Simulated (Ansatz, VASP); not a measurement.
## Two plane-wave programs on OsBr

```
Os Br
1.0
     3.21592    0.00000    0.00000
     0.00000    3.21592    0.00000
     0.00000    0.00000    3.21592
Os Br
1 1
Direct
  0.00000 0.00000 0.00000
  0.50000 0.50000 0.50000
```

Alike in both runs: functional PBE; k mesh 18 × 18 × 18; occupations gaussian, width 0.1 eV; no spin polarisation.

Ansatz relaxed the structure, and its values are those at the end. VASP's run is a single point on that final structure, the one shown.

|  | VASP | Ansatz |
| --- | --- | --- |
| version | VASP 6.6.1 | Ansatz 0.2.0 |
| potentials or method | VASP PAW PBE potentials, release 64 (Os, Br) | scalar-relativistic, plane waves, PAW |
| plane-wave cutoff (eV) | 520 | 420 |
| valence electrons in the cell | 15 | 23 |

VASP gave:

- gap on the k mesh at the Fermi level (eV): none
- pressure (GPa): 0.2

Problem. Estimate Ansatz's values.

Solution. gap on the k mesh at the Fermi level (eV): none; pressure (GPa): 0.0.

A gap of «none» marks a metal or a gap that the smearing closes. The two sets of potentials don't hold the same shells in valence.

Caveats: an odd number of electrons without spin polarisation forces a metal; a magnetic or distorted state may lie lower. The runs have no spin-orbit coupling, so splittings on Os are missing.
